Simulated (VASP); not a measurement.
Input:

```xyz
2
Lattice="2.7542 0.0000 0.0000 -1.3771 2.3852 0.0000 0.0000 0.0000 4.4285" Properties=species:S:1:pos:R:3 pbc="T T T"
Mo     0.0000     0.0000     0.0000
Ir     0.0000     1.5901     2.2142
```

Method: PBEsol GGA with spin-orbit coupling, VASP's PBE PAW potentials (set 64) (plane waves; VASP 6.6.1). Numerical set-up: 400 eV cut-off, 14×14×8 Γ-centred mesh, Gaussian smearing of 0.050 eV, potentials Mo_sv Ir.

Question: Give the energies of bands 16 to 29 at the high-symmetry points, in eV from the Fermi level.

Answer: 
```tsv
band	Γ	M	K	A	L	H
16	-2.76	-3.04	-4.05	-3.74	-3.92	-4.37
17	-2.37	-2.19	-3.66	-2.98	-1.78	-3.72
18	-2.37	-2.19	-3.26	-2.98	-1.78	-3.57
19	-1.41	-1.71	-1.97	-2.11	-0.27	-1.55
20	-1.41	-1.71	-1.91	-2.11	-0.27	-1.51
21	-1.10	-1.20	-0.46	-2.05	0.51	-0.99
22	-1.10	-1.20	-0.26	-2.05	0.51	-0.53
23	-0.69	1.05	1.39	-1.91	1.26	-0.36
24	-0.69	1.05	1.59	-1.91	1.26	-0.16
25	-0.54	3.21	1.91	0.70	1.49	1.28
26	-0.54	3.21	2.32	0.70	1.49	1.37
27	0.64	4.32	2.38	0.89	2.91	2.85
28	0.64	4.32	2.46	0.89	2.91	2.95
29	2.55	4.44	5.17	2.47	4.41	7.44
```

It has no gap at this level: it comes out as a metal or semimetal.

The structure comes from a computed database's MoIr entry (P-6m2); how it stands against other phases isn't given here. It was relaxed first.
